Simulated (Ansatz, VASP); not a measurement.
# Ge (Germanium): VASP beside Ansatz, part 2 of 3

Aim: how closely do two programs agree when they are given the same cell, functional and k mesh? The cell is taken from a series of runs on this material, whose earlier steps may have relaxed, scaled, displaced or heated it; both programs get it as it stands.

VASP 6.6.1 and Ansatz 0.2.0.

So far: Starting point; Ansatz: zone-centre phonons, LDA.

**3. VASP: zone-centre phonons, LDA**

Level of this step: LDA; plane waves and PAW (Ge_d) (VASP).

The same cell, functional (in two slightly different forms), mesh and smearing now go to VASP, with its own data sets.

Lines of VASP's logs that name or quote its potential files are left out, and so is its time.

INCAR reads:

```
SYSTEM = Ge
PREC = Accurate
ENCUT = 500
EDIFF = 1E-08
NELM = 120
ISMEAR = 0
SIGMA = 0.015
LREAL = .FALSE.
ALGO = Normal
GGA = PW92
NBANDS = 20
LORBIT = 11
LWAVE = .FALSE.
LCHARG = .FALSE.
ISIF = 2
ISYM = 2
IBRION = 8
LASPH = .TRUE.
GGA_COMPAT = .FALSE.
EFERMI = MIDGAP
KPAR = 2
```

POSCAR reads:

```
Ge
1.0
    0.0000000000      2.8107426724      2.8107426724
    2.8107426724      0.0000000000      2.8107426724
    2.8107426724      2.8107426724      0.0000000000
Ge
2
Direct
    0.4999761677      0.4999761677      0.4999761677
    0.7500238323      0.7500238323      0.7500238323
```

KPOINTS reads:

```
Points of the shifted mesh
1728
Reciprocal
 0.0416666667  0.0416666667  0.0416666667 1
 0.0416666667  0.0416666667  0.1250000000 1
 0.0416666667  0.0416666667  0.2083333333 1
 0.0416666667  0.0416666667  0.2916666667 1
 0.0416666667  0.0416666667  0.3750000000 1
 0.0416666667  0.0416666667  0.4583333333 1
 0.0416666667  0.0416666667  0.5416666667 1
 0.0416666667  0.0416666667  0.6250000000 1
 0.0416666667  0.0416666667  0.7083333333 1
 0.0416666667  0.0416666667  0.7916666667 1
 0.0416666667  0.0416666667  0.8750000000 1
 0.0416666667  0.0416666667  0.9583333333 1
 0.0416666667  0.1250000000  0.0416666667 1
 0.0416666667  0.1250000000  0.1250000000 1
 0.0416666667  0.1250000000  0.2083333333 1
 0.0416666667  0.1250000000  0.2916666667 1
 0.0416666667  0.1250000000  0.3750000000 1
 0.0416666667  0.1250000000  0.4583333333 1
 0.0416666667  0.1250000000  0.5416666667 1
 0.0416666667  0.1250000000  0.6250000000 1
 0.0416666667  0.1250000000  0.7083333333 1
 0.0416666667  0.1250000000  0.7916666667 1
 0.0416666667  0.1250000000  0.8750000000 1
 0.0416666667  0.1250000000  0.9583333333 1
 0.0416666667  0.2083333333  0.0416666667 1
 0.0416666667  0.2083333333  0.1250000000 1
 0.0416666667  0.2083333333  0.2083333333 1
 0.0416666667  0.2083333333  0.2916666667 1
 0.0416666667  0.2083333333  0.3750000000 1
 0.0416666667  0.2083333333  0.4583333333 1
 0.0416666667  0.2083333333  0.5416666667 1
 0.0416666667  0.2083333333  0.6250000000 1
 0.0416666667  0.2083333333  0.7083333333 1
 0.0416666667  0.2083333333  0.7916666667 1
 0.0416666667  0.2083333333  0.8750000000 1
 0.0416666667  0.2083333333  0.9583333333 1
 0.0416666667  0.2916666667  0.0416666667 1
 0.0416666667  0.2916666667  0.1250000000 1
 0.0416666667  0.2916666667  0.2083333333 1
 0.0416666667  0.2916666667  0.2916666667 1
 0.0416666667  0.2916666667  0.3750000000 1
 0.0416666667  0.2916666667  0.4583333333 1
 0.0416666667  0.2916666667  0.5416666667 1
 0.0416666667  0.2916666667  0.6250000000 1
 0.0416666667  0.2916666667  0.7083333333 1
 0.0416666667  0.2916666667  0.7916666667 1
 0.0416666667  0.2916666667  0.8750000000 1
 0.0416666667  0.2916666667  0.9583333333 1
 0.0416666667  0.3750000000  0.0416666667 1
 0.0416666667  0.3750000000  0.1250000000 1
 0.0416666667  0.3750000000  0.2083333333 1
 0.0416666667  0.3750000000  0.2916666667 1
 0.0416666667  0.3750000000  0.3750000000 1
 0.0416666667  0.3750000000  0.4583333333 1
 0.0416666667  0.3750000000  0.5416666667 1
 0.0416666667  0.3750000000  0.6250000000 1
 0.0416666667  0.3750000000  0.7083333333 1
 0.0416666667  0.3750000000  0.7916666667 1
 0.0416666667  0.3750000000  0.8750000000 1
 0.0416666667  0.3750000000  0.9583333333 1
 0.0416666667  0.4583333333  0.0416666667 1
 0.0416666667  0.4583333333  0.1250000000 1
 0.0416666667  0.4583333333  0.2083333333 1
 0.0416666667  0.4583333333  0.2916666667 1
 0.0416666667  0.4583333333  0.3750000000 1
 0.0416666667  0.4583333333  0.4583333333 1
 0.0416666667  0.4583333333  0.5416666667 1
 0.0416666667  0.4583333333  0.6250000000 1
 0.0416666667  0.4583333333  0.7083333333 1
 0.0416666667  0.4583333333  0.7916666667 1
 0.0416666667  0.4583333333  0.8750000000 1
 0.0416666667  0.4583333333  0.9583333333 1
 0.0416666667  0.5416666667  0.0416666667 1
 0.0416666667  0.5416666667  0.1250000000 1
 0.0416666667  0.5416666667  0.2083333333 1
 0.0416666667  0.5416666667  0.2916666667 1
 0.0416666667  0.5416666667  0.3750000000 1
 0.0416666667  0.5416666667  0.4583333333 1
 0.0416666667  0.5416666667  0.5416666667 1
 0.0416666667  0.5416666667  0.6250000000 1
 0.0416666667  0.5416666667  0.7083333333 1
 0.0416666667  0.5416666667  0.7916666667 1
 0.0416666667  0.5416666667  0.8750000000 1
 0.0416666667  0.5416666667  0.9583333333 1
 0.0416666667  0.6250000000  0.0416666667 1
 0.0416666667  0.6250000000  0.1250000000 1
 0.0416666667  0.6250000000  0.2083333333 1
 0.0416666667  0.6250000000  0.2916666667 1
 0.0416666667  0.6250000000  0.3750000000 1
 0.0416666667  0.6250000000  0.4583333333 1
 0.0416666667  0.6250000000  0.5416666667 1
 0.0416666667  0.6250000000  0.6250000000 1
 0.0416666667  0.6250000000  0.7083333333 1
 0.0416666667  0.6250000000  0.7916666667 1
 0.0416666667  0.6250000000  0.8750000000 1
 0.0416666667  0.6250000000  0.9583333333 1
 0.0416666667  0.7083333333  0.0416666667 1
 0.0416666667  0.7083333333  0.1250000000 1
 0.0416666667  0.7083333333  0.2083333333 1
 0.0416666667  0.7083333333  0.2916666667 1
 0.0416666667  0.7083333333  0.3750000000 1
 0.0416666667  0.7083333333  0.4583333333 1
 0.0416666667  0.7083333333  0.5416666667 1
 0.0416666667  0.7083333333  0.6250000000 1
 0.0416666667  0.7083333333  0.7083333333 1
 0.0416666667  0.7083333333  0.7916666667 1
 0.0416666667  0.7083333333  0.8750000000 1
 0.0416666667  0.7083333333  0.9583333333 1
 0.0416666667  0.7916666667  0.0416666667 1
 0.0416666667  0.7916666667  0.1250000000 1
 0.0416666667  0.7916666667  0.2083333333 1
 0.0416666667  0.7916666667  0.2916666667 1
[... 1390 lines left out ...]
 0.8750000000  0.4583333333  0.1250000000 1
 0.8750000000  0.4583333333  0.2083333333 1
 0.8750000000  0.4583333333  0.2916666667 1
 0.8750000000  0.4583333333  0.3750000000 1
 0.8750000000  0.4583333333  0.4583333333 1
 0.8750000000  0.4583333333  0.5416666667 1
 0.8750000000  0.4583333333  0.6250000000 1
 0.8750000000  0.4583333333  0.7083333333 1
 0.8750000000  0.4583333333  0.7916666667 1
 0.8750000000  0.4583333333  0.8750000000 1
 0.8750000000  0.4583333333  0.9583333333 1
 0.8750000000  0.5416666667  0.0416666667 1
 0.8750000000  0.5416666667  0.1250000000 1
 0.8750000000  0.5416666667  0.2083333333 1
 0.8750000000  0.5416666667  0.2916666667 1
 0.8750000000  0.5416666667  0.3750000000 1
 0.8750000000  0.5416666667  0.4583333333 1
 0.8750000000  0.5416666667  0.5416666667 1
 0.8750000000  0.5416666667  0.6250000000 1
 0.8750000000  0.5416666667  0.7083333333 1
 0.8750000000  0.5416666667  0.7916666667 1
 0.8750000000  0.5416666667  0.8750000000 1
 0.8750000000  0.5416666667  0.9583333333 1
 0.8750000000  0.6250000000  0.0416666667 1
 0.8750000000  0.6250000000  0.1250000000 1
 0.8750000000  0.6250000000  0.2083333333 1
 0.8750000000  0.6250000000  0.2916666667 1
 0.8750000000  0.6250000000  0.3750000000 1
 0.8750000000  0.6250000000  0.4583333333 1
 0.8750000000  0.6250000000  0.5416666667 1
 0.8750000000  0.6250000000  0.6250000000 1
 0.8750000000  0.6250000000  0.7083333333 1
 0.8750000000  0.6250000000  0.7916666667 1
 0.8750000000  0.6250000000  0.8750000000 1
 0.8750000000  0.6250000000  0.9583333333 1
 0.8750000000  0.7083333333  0.0416666667 1
 0.8750000000  0.7083333333  0.1250000000 1
 0.8750000000  0.7083333333  0.2083333333 1
 0.8750000000  0.7083333333  0.2916666667 1
 0.8750000000  0.7083333333  0.3750000000 1
 0.8750000000  0.7083333333  0.4583333333 1
 0.8750000000  0.7083333333  0.5416666667 1
 0.8750000000  0.7083333333  0.6250000000 1
 0.8750000000  0.7083333333  0.7083333333 1
 0.8750000000  0.7083333333  0.7916666667 1
 0.8750000000  0.7083333333  0.8750000000 1
 0.8750000000  0.7083333333  0.9583333333 1
 0.8750000000  0.7916666667  0.0416666667 1
 0.8750000000  0.7916666667  0.1250000000 1
 0.8750000000  0.7916666667  0.2083333333 1
 0.8750000000  0.7916666667  0.2916666667 1
 0.8750000000  0.7916666667  0.3750000000 1
 0.8750000000  0.7916666667  0.4583333333 1
 0.8750000000  0.7916666667  0.5416666667 1
 0.8750000000  0.7916666667  0.6250000000 1
 0.8750000000  0.7916666667  0.7083333333 1
 0.8750000000  0.7916666667  0.7916666667 1
 0.8750000000  0.7916666667  0.8750000000 1
 0.8750000000  0.7916666667  0.9583333333 1
 0.8750000000  0.8750000000  0.0416666667 1
 0.8750000000  0.8750000000  0.1250000000 1
 0.8750000000  0.8750000000  0.2083333333 1
 0.8750000000  0.8750000000  0.2916666667 1
 0.8750000000  0.8750000000  0.3750000000 1
 0.8750000000  0.8750000000  0.4583333333 1
 0.8750000000  0.8750000000  0.5416666667 1
 0.8750000000  0.8750000000  0.6250000000 1
 0.8750000000  0.8750000000  0.7083333333 1
 0.8750000000  0.8750000000  0.7916666667 1
 0.8750000000  0.8750000000  0.8750000000 1
 0.8750000000  0.8750000000  0.9583333333 1
 0.8750000000  0.9583333333  0.0416666667 1
 0.8750000000  0.9583333333  0.1250000000 1
 0.8750000000  0.9583333333  0.2083333333 1
 0.8750000000  0.9583333333  0.2916666667 1
 0.8750000000  0.9583333333  0.3750000000 1
 0.8750000000  0.9583333333  0.4583333333 1
 0.8750000000  0.9583333333  0.5416666667 1
 0.8750000000  0.9583333333  0.6250000000 1
 0.8750000000  0.9583333333  0.7083333333 1
 0.8750000000  0.9583333333  0.7916666667 1
 0.8750000000  0.9583333333  0.8750000000 1
 0.8750000000  0.9583333333  0.9583333333 1
 0.9583333333  0.0416666667  0.0416666667 1
 0.9583333333  0.0416666667  0.1250000000 1
 0.9583333333  0.0416666667  0.2083333333 1
 0.9583333333  0.0416666667  0.2916666667 1
 0.9583333333  0.0416666667  0.3750000000 1
 0.9583333333  0.0416666667  0.4583333333 1
 0.9583333333  0.0416666667  0.5416666667 1
 0.9583333333  0.0416666667  0.6250000000 1
 0.9583333333  0.0416666667  0.7083333333 1
 0.9583333333  0.0416666667  0.7916666667 1
 0.9583333333  0.0416666667  0.8750000000 1
 0.9583333333  0.0416666667  0.9583333333 1
 0.9583333333  0.1250000000  0.0416666667 1
 0.9583333333  0.1250000000  0.1250000000 1
 0.9583333333  0.1250000000  0.2083333333 1
 0.9583333333  0.1250000000  0.2916666667 1
 0.9583333333  0.1250000000  0.3750000000 1
 0.9583333333  0.1250000000  0.4583333333 1
 0.9583333333  0.1250000000  0.5416666667 1
 0.9583333333  0.1250000000  0.6250000000 1
 0.9583333333  0.1250000000  0.7083333333 1
 0.9583333333  0.1250000000  0.7916666667 1
 0.9583333333  0.1250000000  0.8750000000 1
 0.9583333333  0.1250000000  0.9583333333 1
 0.9583333333  0.2083333333  0.0416666667 1
 0.9583333333  0.2083333333  0.1250000000 1
 0.9583333333  0.2083333333  0.2083333333 1
 0.9583333333  0.2083333333  0.2916666667 1
 0.9583333333  0.2083333333  0.3750000000 1
 0.9583333333  0.2083333333  0.4583333333 1
 0.9583333333  0.2083333333  0.5416666667 1
 0.9583333333  0.2083333333  0.6250000000 1
 0.9583333333  0.2083333333  0.7083333333 1
 0.9583333333  0.2083333333  0.7916666667 1
 0.9583333333  0.2083333333  0.8750000000 1
 0.9583333333  0.2083333333  0.9583333333 1
 0.9583333333  0.2916666667  0.0416666667 1
 0.9583333333  0.2916666667  0.1250000000 1
 0.9583333333  0.2916666667  0.2083333333 1
 0.9583333333  0.2916666667  0.2916666667 1
 0.9583333333  0.2916666667  0.3750000000 1
 0.9583333333  0.2916666667  0.4583333333 1
 0.9583333333  0.2916666667  0.5416666667 1
 0.9583333333  0.2916666667  0.6250000000 1
 0.9583333333  0.2916666667  0.7083333333 1
 0.9583333333  0.2916666667  0.7916666667 1
 0.9583333333  0.2916666667  0.8750000000 1
 0.9583333333  0.2916666667  0.9583333333 1
 0.9583333333  0.3750000000  0.0416666667 1
 0.9583333333  0.3750000000  0.1250000000 1
 0.9583333333  0.3750000000  0.2083333333 1
 0.9583333333  0.3750000000  0.2916666667 1
 0.9583333333  0.3750000000  0.3750000000 1
 0.9583333333  0.3750000000  0.4583333333 1
 0.9583333333  0.3750000000  0.5416666667 1
 0.9583333333  0.3750000000  0.6250000000 1
 0.9583333333  0.3750000000  0.7083333333 1
 0.9583333333  0.3750000000  0.7916666667 1
 0.9583333333  0.3750000000  0.8750000000 1
 0.9583333333  0.3750000000  0.9583333333 1
 0.9583333333  0.4583333333  0.0416666667 1
 0.9583333333  0.4583333333  0.1250000000 1
 0.9583333333  0.4583333333  0.2083333333 1
 0.9583333333  0.4583333333  0.2916666667 1
 0.9583333333  0.4583333333  0.3750000000 1
 0.9583333333  0.4583333333  0.4583333333 1
 0.9583333333  0.4583333333  0.5416666667 1
 0.9583333333  0.4583333333  0.6250000000 1
 0.9583333333  0.4583333333  0.7083333333 1
 0.9583333333  0.4583333333  0.7916666667 1
 0.9583333333  0.4583333333  0.8750000000 1
 0.9583333333  0.4583333333  0.9583333333 1
 0.9583333333  0.5416666667  0.0416666667 1
 0.9583333333  0.5416666667  0.1250000000 1
 0.9583333333  0.5416666667  0.2083333333 1
 0.9583333333  0.5416666667  0.2916666667 1
 0.9583333333  0.5416666667  0.3750000000 1
 0.9583333333  0.5416666667  0.4583333333 1
 0.9583333333  0.5416666667  0.5416666667 1
 0.9583333333  0.5416666667  0.6250000000 1
 0.9583333333  0.5416666667  0.7083333333 1
 0.9583333333  0.5416666667  0.7916666667 1
 0.9583333333  0.5416666667  0.8750000000 1
 0.9583333333  0.5416666667  0.9583333333 1
 0.9583333333  0.6250000000  0.0416666667 1
 0.9583333333  0.6250000000  0.1250000000 1
 0.9583333333  0.6250000000  0.2083333333 1
 0.9583333333  0.6250000000  0.2916666667 1
 0.9583333333  0.6250000000  0.3750000000 1
 0.9583333333  0.6250000000  0.4583333333 1
 0.9583333333  0.6250000000  0.5416666667 1
 0.9583333333  0.6250000000  0.6250000000 1
 0.9583333333  0.6250000000  0.7083333333 1
 0.9583333333  0.6250000000  0.7916666667 1
 0.9583333333  0.6250000000  0.8750000000 1
 0.9583333333  0.6250000000  0.9583333333 1
 0.9583333333  0.7083333333  0.0416666667 1
 0.9583333333  0.7083333333  0.1250000000 1
 0.9583333333  0.7083333333  0.2083333333 1
 0.9583333333  0.7083333333  0.2916666667 1
 0.9583333333  0.7083333333  0.3750000000 1
 0.9583333333  0.7083333333  0.4583333333 1
 0.9583333333  0.7083333333  0.5416666667 1
 0.9583333333  0.7083333333  0.6250000000 1
 0.9583333333  0.7083333333  0.7083333333 1
 0.9583333333  0.7083333333  0.7916666667 1
 0.9583333333  0.7083333333  0.8750000000 1
 0.9583333333  0.7083333333  0.9583333333 1
 0.9583333333  0.7916666667  0.0416666667 1
 0.9583333333  0.7916666667  0.1250000000 1
 0.9583333333  0.7916666667  0.2083333333 1
 0.9583333333  0.7916666667  0.2916666667 1
 0.9583333333  0.7916666667  0.3750000000 1
 0.9583333333  0.7916666667  0.4583333333 1
 0.9583333333  0.7916666667  0.5416666667 1
 0.9583333333  0.7916666667  0.6250000000 1
 0.9583333333  0.7916666667  0.7083333333 1
 0.9583333333  0.7916666667  0.7916666667 1
 0.9583333333  0.7916666667  0.8750000000 1
 0.9583333333  0.7916666667  0.9583333333 1
 0.9583333333  0.8750000000  0.0416666667 1
 0.9583333333  0.8750000000  0.1250000000 1
 0.9583333333  0.8750000000  0.2083333333 1
 0.9583333333  0.8750000000  0.2916666667 1
 0.9583333333  0.8750000000  0.3750000000 1
 0.9583333333  0.8750000000  0.4583333333 1
 0.9583333333  0.8750000000  0.5416666667 1
 0.9583333333  0.8750000000  0.6250000000 1
 0.9583333333  0.8750000000  0.7083333333 1
 0.9583333333  0.8750000000  0.7916666667 1
 0.9583333333  0.8750000000  0.8750000000 1
 0.9583333333  0.8750000000  0.9583333333 1
 0.9583333333  0.9583333333  0.0416666667 1
 0.9583333333  0.9583333333  0.1250000000 1
 0.9583333333  0.9583333333  0.2083333333 1
 0.9583333333  0.9583333333  0.2916666667 1
 0.9583333333  0.9583333333  0.3750000000 1
 0.9583333333  0.9583333333  0.4583333333 1
 0.9583333333  0.9583333333  0.5416666667 1
 0.9583333333  0.9583333333  0.6250000000 1
 0.9583333333  0.9583333333  0.7083333333 1
 0.9583333333  0.9583333333  0.7916666667 1
 0.9583333333  0.9583333333  0.8750000000 1
 0.9583333333  0.9583333333  0.9583333333 1
```

PAW data sets: Ge_d (LDA family, release 64).

Run with:

```bash
mpirun -np 2 vasp_std
```

What it wrote:

```text
[banner, memory and clock lines left out]
running    2 mpi-ranks, on    1 nodes
 distrk:  each k-point on    1 cores,    2 groups
 distr:  one band on    1 cores,    1 groups

 POSCAR found type information on POSCAR Ge
 POSCAR found :  1 types and       2 ions
|                                                                             |
|               ----> ADVICE to this user running VASP <----                  |
|                                                                             |
|     You enforced a specific xc type in the INCAR file but a different       |
|     [... a line on the potential file left out ...]
|     I HOPE YOU KNOW WHAT YOU ARE DOING!                                     |
|                                                                             |

 LDA part: xc-table for (Slater(with rela. corr.)+PW92), standard interpolation
 POSCAR, INCAR and KPOINTS ok, starting setup
 FFT: planning ... GRIDC
 FFT: planning ... GRID_SOFT
 FFT: planning ... GRID
 WAVECAR not read
 entering main loop
       N       E                     dE             d eps       ncg     rms          rms(c)
DAV:   1     0.183341305313E+03    0.18334E+03   -0.14716E+04 74284   0.372E+03
DAV:   2     0.149622111504E+02   -0.16838E+03   -0.16388E+03 69240   0.586E+02
DAV:   3    -0.976671349780E+01   -0.24729E+02   -0.24548E+02 77888   0.144E+02
DAV:   4    -0.105566235546E+02   -0.78991E+00   -0.78936E+00 77752   0.301E+01
DAV:   5    -0.105694037888E+02   -0.12780E-01   -0.12780E-01 77140   0.417E+00    0.336E+00
DAV:   6    -0.104471247239E+02    0.12228E+00   -0.39683E-02 76444   0.167E+00    0.193E+00
DAV:   7    -0.103858297346E+02    0.61295E-01   -0.79432E-02 72708   0.209E+00    0.141E-01
DAV:   8    -0.103865253377E+02   -0.69560E-03   -0.55972E-03 78204   0.844E-01    0.453E-02
DAV:   9    -0.103865616556E+02   -0.36318E-04   -0.86748E-05 80672   0.977E-02    0.130E-02
DAV:  10    -0.103865582199E+02    0.34357E-05   -0.93263E-06 93700   0.457E-02    0.419E-03
DAV:  11    -0.103865580841E+02    0.13580E-06   -0.10103E-06 74124   0.805E-03    0.180E-03
DAV:  12    -0.103865580883E+02   -0.42255E-08   -0.71044E-08 93912   0.393E-03
   1 F= -.10386558E+02 E0= -.10386558E+02  d E =-.576388E-21
 Linear response reoptimize wavefunctions to high precision
DAV:   1    -0.103865580880E+02    0.30468E-09   -0.37142E-09 61932   0.548E-04
DAV:   2    -0.103865580880E+02   -0.17280E-10   -0.19733E-10 44488   0.163E-04
 Linear response DOF=           1
 Linear response progress:
  Degree of freedom:   1/  1
       N       E                     dE             d eps       ncg     rms          rms(c)
RMM:   1    -0.188093186186E+00   -0.18809E+00    0.85750E+00 84298   0.450E+01
RMM:   2    -0.195602831801E+00   -0.75096E-02   -0.13714E-02111924   0.112E+00    0.755E-02
RMM:   3    -0.195656588417E+00   -0.53757E-04   -0.95409E-04118744   0.320E-01    0.434E-02
RMM:   4    -0.195599914270E+00    0.56674E-04   -0.66812E-05126806   0.833E-02    0.489E-03
RMM:   5    -0.195606484773E+00   -0.65705E-05   -0.38869E-06122108   0.192E-02    0.241E-03
RMM:   6    -0.195617463599E+00   -0.10979E-04   -0.20798E-07123970   0.530E-03    0.323E-04
RMM:   7    -0.195616766933E+00    0.69667E-06   -0.19403E-08127356   0.175E-03    0.208E-04
RMM:   8    -0.195616402003E+00    0.36493E-06    0.13618E-08128893   0.612E-04    0.423E-05
RMM:   9    -0.195616237161E+00    0.16484E-06    0.28013E-08128775   0.285E-04    0.171E-05
RMM:  10    -0.195616346563E+00   -0.10940E-06   -0.15274E-08130006   0.142E-04    0.560E-06
RMM:  11    -0.195616357331E+00   -0.10767E-07   -0.11946E-08130695   0.869E-05    0.301E-06
RMM:  12    -0.195616377510E+00   -0.20179E-07   -0.13416E-08133686   0.620E-05    0.178E-06
RMM:  13    -0.195616395761E+00   -0.18251E-07   -0.33267E-09133418   0.513E-05    0.209E-07
RMM:  14    -0.195616393530E+00    0.22304E-08   -0.24881E-09111757   0.454E-05    0.244E-07
 first order change of Fermi-energy   0.22877E+01
 force on displaced ion       1 direction 1 : -11.677  -0.001  -0.001
 Linear response finished
```

[end of part 2 of 3]

[Lines on the potential files, build, host, timing and source positions are cut from VASP's logs without a mark.]

[Logs are printed without paths, hosts, clocks, repeated set-up lines and the standing remarks that a program may print on its own settings, such as how far it seeks lower states.]

[Hosts, paths, dates, database ids (printed as entryN), source tags and the programs' standing remarks are cut or masked in the printed files.]
